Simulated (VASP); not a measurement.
Method: AM05 GGA, VASP's PBE PAW potentials (set 64) (plane waves; VASP).

VASP ran on this input.

INCAR:
```
SYSTEM  =  NaF
PREC  =  Accurate; ENCUT  =  520; LREAL  =  F
LASPH  =  T
EDIFF  =  1E-7; NELM  =  100; ALGO  =  Normal
ISMEAR  =  0; SIGMA  =  0.05
GGA  =  AM
ISIF  =  2
LWAVE  =  F; LCHARG  =  F
```

KPOINTS:
```
K-points
0
Gamma
 10 10 10
0 0 0
```

### POSCAR
```
NaF
1
    0.0000000000     2.3354354302     2.3354354302
    2.3354354302     0.0000000000     2.3354354302
    2.3354354302     2.3354354302     0.0000000000
Na F
1 1
Direct
  0.0000000000   0.0000000000   0.0000000000
  0.5000000000   0.5000000000   0.5000000000
```

POTCAR, in this order: Na_pv F (PBE.64 set). Program: vasp_std.

### Question
Estimate the energy per atom (σ→0), band gap (on the k-mesh).

### Answer

The energy per atom (σ→0) is -4.252 eV/atom and the band gap (on the k-mesh) is 6.24 eV.

**OSZICAR**
```
...
DAV:   8    -0.850193444297E+01   -0.71338E-02   -0.34027E-02  1052   0.488E+00    0.135E-01
DAV:   9    -0.850314680153E+01   -0.12124E-02   -0.61866E-03  1121   0.886E-01    0.941E-02
DAV:  10    -0.850304969346E+01    0.97108E-04   -0.10947E-03  1118   0.463E-01    0.199E-02
DAV:  11    -0.850305622625E+01   -0.65328E-05   -0.64781E-05  1064   0.192E-01    0.626E-03
DAV:  12    -0.850305842398E+01   -0.21977E-05   -0.10914E-05  1151   0.464E-02    0.430E-03
DAV:  13    -0.850305839471E+01    0.29274E-07   -0.11821E-06  1067   0.119E-02    0.128E-03
DAV:  14    -0.850305833476E+01    0.59944E-07   -0.21186E-07  1142   0.831E-03
   1 F= -.85030583E+01 E0= -.85030583E+01  d E =-.358794E-19
```

The compound is NaF in the rock salt structure. It was relaxed first.
